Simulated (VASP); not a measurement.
Write the native input for VASP 6.6.1 that does the following.

- Task: single point
- Functional: LDA
- Potentials or basis: VASP PAW LDA potentials, release 64 (Bi_d)
- Cutoff: 520 eV
- k mesh: 13 × 13 × 13
- Occupations: fermi-dirac, width 0.1 eV
- Spin: no spin polarisation
- Dipole correction: no
- Further INCAR settings: ALGO = Normal; EDIFF = 1e-07; NBANDS = 14

The structure of Bi lies in POSCAR:

```
Bi
1.0
   -2.0191635925      2.0191635925      2.0191635925
    2.0191635925     -2.0191635925      2.0191635925
    2.0191635925      2.0191635925     -2.0191635925
Bi
1
Direct
    0.0000000000      0.0000000000      0.0000000000
```

This isn't the form of Bi at room conditions, which is rhombohedral.

These files were run (other wordings do the same):

INCAR

```
PREC = Accurate
ENCUT = 520
EDIFF = 1E-7
ISMEAR = -1
SIGMA = 0.1
LREAL = False
LASPH = True
NELM = 80
ALGO = Normal
ISIF = 2
LWAVE = False
LCHARG = True
GGA = CA
LELF = True
LVHAR = True
NBANDS = 14
```

KPOINTS

```
Automatic mesh
0
Gamma
  13 13 13
```

Potentials or basis: VASP PAW LDA potentials, release 64 (Bi_d).

Launch:

```sh
$ cat potpaw_LDA.64/Bi_d/POTCAR > POTCAR
$ mpirun -np 1 vasp_std > vasp.out
```

Results of the run:

The pressure is -5.6 GPa and the band gap on the k mesh is none (metal or under the smearing width).

Caveat: spin-orbit coupling is left out, which moves the levels of the heavy elements.

It took 29 s on 1 thread of Intel(R) Xeon(R) 6975P-C (Granite Rapids), with other jobs on the host, peak memory 0.15 GiB.
